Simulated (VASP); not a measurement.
Output of a VASP run:

File OSZICAR:
```
       N       E                     dE             d eps       ncg     rms          rms(c)
DAV:   1     0.326880203792E+03    0.32688E+03   -0.25652E+04  1478   0.124E+03
DAV:   2    -0.650470947916E+02   -0.39193E+03   -0.38679E+03  1693   0.289E+02
DAV:   3    -0.904342326613E+02   -0.25387E+02   -0.25280E+02  1467   0.771E+01
DAV:   4    -0.907808880056E+02   -0.34666E+00   -0.34594E+00  1532   0.103E+01
DAV:   5    -0.907872785834E+02   -0.63906E-02   -0.63887E-02  1511   0.138E+00    0.318E+01
DAV:   6    -0.762369110262E+02    0.14550E+02   -0.29445E+01  1258   0.356E+01    0.146E+01
DAV:   7    -0.695060575304E+02    0.67309E+01   -0.95345E+00  1257   0.223E+01    0.680E+00
DAV:   8    -0.684172179995E+02    0.10888E+01   -0.16104E+00  1386   0.853E+00    0.326E+00
DAV:   9    -0.684385320717E+02   -0.21314E-01   -0.95505E-01  1255   0.645E+00    0.256E+00
DAV:  10    -0.688087633238E+02   -0.37023E+00   -0.40474E-01  1255   0.456E+00    0.445E-01
DAV:  11    -0.688558945579E+02   -0.47131E-01   -0.48006E-02  1255   0.163E+00    0.495E-01
DAV:  12    -0.688535578315E+02    0.23367E-02   -0.45831E-02  1254   0.131E+00    0.316E-01
DAV:  13    -0.688640902681E+02   -0.10532E-01   -0.11792E-02  1254   0.815E-01    0.101E-01
DAV:  14    -0.688661840960E+02   -0.20938E-02   -0.11693E-03  1310   0.280E-01    0.555E-02
DAV:  15    -0.688662535047E+02   -0.69409E-04   -0.44721E-04  1254   0.152E-01    0.181E-02
DAV:  16    -0.688664412639E+02   -0.18776E-03   -0.98260E-05  1280   0.903E-02    0.119E-02
DAV:  17    -0.688664459475E+02   -0.46837E-05   -0.23295E-06  1512   0.116E-02    0.490E-03
DAV:  18    -0.688664409050E+02    0.50425E-05   -0.39004E-06  1254   0.163E-02    0.333E-03
DAV:  19    -0.688664464849E+02   -0.55799E-05   -0.32990E-06  1254   0.157E-02    0.103E-03
DAV:  20    -0.688664466502E+02   -0.16532E-06   -0.15603E-07   661   0.358E-03    0.586E-04
DAV:  21    -0.688664467167E+02   -0.66441E-07   -0.46267E-08   627   0.197E-03
   1 F= -.68866447E+02 E0= -.68866447E+02  d E =0.000000E+00
       N       E                     dE             ncg
       N       E                     dE             ncg
       N       E                     dE             ncg
       N       E                     dE             ncg
```

File OUTCAR:
```
------------------------ aborting loop because EDIFF is reached ----------------------------------------
  FORCE on cell =-STRESS in cart. coord.  units (eV):
  Direction    XX          YY          ZZ          XY          YZ          ZX
  --------------------------------------------------------------------------------------
  Total       -0.0686802     -0.0686802     -0.0166556      0.0000000     -0.0000000      0.0000000
  in kB       -0.5945546     -0.5945547     -0.1441855      0.0000000     -0.0000000      0.0000000
  external PRESSURE =      -0.4444316 kB  Pullay stress =       0.0000000 kB
  volume of cell :      185.08
      direct lattice vectors                 reciprocal lattice vectors
     6.156193234  0.000000000  0.000000000     0.162438046  0.093783641  0.000000000
    -3.078096617  5.331420218  0.000000000     0.000000000  0.187567282  0.000000000
     0.000000000  0.000000000  5.638908944     0.000000000  0.000000000  0.177339271
 POSITION                                       TOTAL-FORCE (eV/Angst)
 -----------------------------------------------------------------------------------
      0.00000      0.00000      2.81945         0.000000     -0.000000      0.000000
      0.93709      1.62308      1.49340         0.004959      0.008589     -0.008808
      2.14101      3.70834      4.14551        -0.004959     -0.008589      0.008808
      4.28202      0.00000      1.49340        -0.009917     -0.000000     -0.008808
      1.87418      0.00000      4.14551         0.009917     -0.000000      0.008808
     -2.14101      3.70834      1.49340         0.004959     -0.008589     -0.008808
     -0.93709      1.62308      4.14551        -0.004959      0.008589      0.008808
 -----------------------------------------------------------------------------------
    total drift:                               -0.000000      0.000000      0.000000
  FREE ENERGIE OF THE ION-ELECTRON SYSTEM (eV)
  ---------------------------------------------------
  free  energy   TOTEN  =       -68.8664467167 eV

  energy  without entropy=      -68.8664467167  energy(sigma->0) =      -68.86644672

 total charge

# of ion       s       p       d       tot
------------------------------------------
    1        2.333   6.275   3.404  12.012
    2        1.622   3.500   0.000   5.122
    3        1.622   3.500   0.000   5.122
    4        1.622   3.500   0.000   5.122
    5        1.622   3.500   0.000   5.122
    6        1.622   3.500   0.000   5.122
    7        1.622   3.500   0.000   5.122
--------------------------------------------------
tot         12.065  27.278   3.404  42.746

 Electric field gradients after diagonalization (V/A^2)
 (convention: |V_zz| > |V_xx| > |V_yy|)
----------------------------------------------------------------------
 ion       V_xx      V_yy      V_zz     asymmetry (V_yy - V_xx)/ V_zz
----------------------------------------------------------------------
   1       0.334     0.332    -0.666       0.004
   2     -48.824   -38.538    87.362       0.118
   3     -48.824   -38.538    87.362       0.118
   4     -48.824   -38.538    87.363       0.118
   5     -48.824   -38.538    87.363       0.118
   6     -48.824   -38.539    87.363       0.118
   7     -48.824   -38.539    87.363       0.118
```
(Selected blocks of OUTCAR.)

POSCAR:
```
MoCl6
1
    6.1561932343    -0.0000000000    -0.0000000000
   -3.0780966172     5.3314202176     0.0000000000
   -0.0000000000     0.0000000000     5.6389089443
Mo Cl
1 6
Direct
  0.0000000000   0.0000000000   0.5000000000
  0.3044375457   0.3044375457   0.2648376622
  0.6955624543   0.6955624543   0.7351623378
  0.6955624543   0.0000000000   0.2648376622
  0.3044375457   1.0000000000   0.7351623378
  1.0000000000   0.6955624543   0.2648376622
  0.0000000000   0.3044375457   0.7351623378
```

Reconstruct the remaining input files.

One answer among several that fit: the input of the run itself, r2SCAN meta-GGA, plane waves, VASP's PBE PAW potentials (set 64).

### INCAR
```
# general
SYSTEM   =  MoCl6
PREC     =  Accurate
ENCUT    =  400
LREAL    =  .FALSE.
LASPH    =  .TRUE.

# electronic loop
EDIFF    =  1E-7
NELM     =  100
ALGO     =  Normal
LMAXMIX  =  4
LMIXTAU  =  .TRUE.

# smearing
ISMEAR   =  -5

# functional
METAGGA  =  R2SCAN

# ions
ISIF     =  2

# output
LWAVE    =  .FALSE.
LCHARG   =  .FALSE.
LORBIT   =  11
NEDOS    =  601

# other
LEFG     =  .TRUE.
```

KPOINTS:
```
Automatic mesh
0
Gamma
  5 5 5
0 0 0
```

File KPOINTS_OPT:
```
k-points along high-symmetry lines
6
Line-mode
Reciprocal
  0.000000   0.000000   0.000000 ! GAMMA
  0.500000   0.000000   0.000000 ! M

  0.500000   0.000000   0.000000 ! M
  0.333333   0.333333   0.000000 ! K

  0.333333   0.333333   0.000000 ! K
  0.000000   0.000000   0.000000 ! GAMMA

  0.000000   0.000000   0.000000 ! GAMMA
  0.000000   0.000000   0.500000 ! A

  0.000000   0.000000   0.500000 ! A
  0.500000   0.000000   0.500000 ! L

  0.500000   0.000000   0.500000 ! L
  0.333333   0.333333   0.500000 ! H

  0.333333   0.333333   0.500000 ! H
  0.000000   0.000000   0.500000 ! A

  0.500000   0.000000   0.500000 ! L
  0.500000   0.000000   0.000000 ! M

  0.333333   0.333333   0.500000 ! H
  0.333333   0.333333   0.000000 ! K

  0.333333   0.333333   0.000000 ! K
  0.333333   0.333333  -0.500000 ! H_2
```

POTCAR, in this order: Mo_sv Cl (PBE.64 set). Program: vasp_std.

The structure comes from a computed database's MoCl6 entry (P-31m); how it stands against other phases isn't given here. It was relaxed first.
